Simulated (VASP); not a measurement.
```
CELL_PARAMETERS angstrom
      3.21889     0.00000     0.00000
     -1.60944     2.78764     0.00000
      0.00000     0.00000     5.24176
ATOMIC_POSITIONS crystal
  Ga 0.66667 0.33333 0.49912
  Ga 0.33333 0.66667 0.99912
  N  0.66667 0.33333 0.87588
  N  0.33333 0.66667 0.37588
```

Calculation: PBE GGA, VASP's PBE PAW potentials (set 64) (plane waves; VASP). Run with 500 eV cut-off, 7×7×4 Γ-centred mesh, Gaussian smearing of 0.050 eV, potentials Ga_d N.

Question: Estimate the energy per atom (σ→0).

Answer: 
```yaml
energy per atom (σ→0): -6.082 eV/atom
```

The absolute energy has meaning only against runs of the same code, potentials and settings.

The structure comes from a computed database's GaN entry (P6_3mc); how it stands against other phases isn't given here. It was relaxed first. The start is the result of an earlier pass.
